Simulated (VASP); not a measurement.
Pd:

```
Pd
1.0
     0.00000    1.93624    1.93624
     1.93624    0.00000    1.93624
     1.93624    1.93624    0.00000
Pd
1
Direct
  0.00000 0.00000 0.00000
```

Base run:

```yaml
Program: VASP 6.6.1
Functional: PBEsol
Potentials_or_basis: VASP PAW PBE potentials, release 64 (Pd)
Cutoff: 700 eV
k_mesh: 18 × 18 × 18
Occupations: gaussian, width 0.1 eV
Spin: no spin polarisation
```

Its results: band gap on the k mesh none (metal or under the smearing width); pressure 0.1 GPa.

Problem. After a change of settings the same cell gave: band gap on the k mesh none (metal or under the smearing width); pressure 1.1 GPa. Which change was it?
A. cutoff from 700 eV to 520 eV; occupations from gaussian, width 0.1 eV to gaussian, width 0.5 eV
B. functional from PBEsol to r2SCAN; cutoff from 700 eV to 520 eV; further incar settings from ALGO = Fast; EDIFF = 1e-06; NBANDS = 11 to ALGO = Normal; EDIFF = 1e-06; NBANDS = 11
C. cutoff from 700 eV to 900 eV
D. cutoff from 700 eV to 520 eV; k mesh from 18 × 18 × 18 to 28 × 28 × 28

Solution. A.

Caveats: the PAW data sets were made with another functional, which shifts forces and pressure a little.

Not every run made on this cell is shown here.
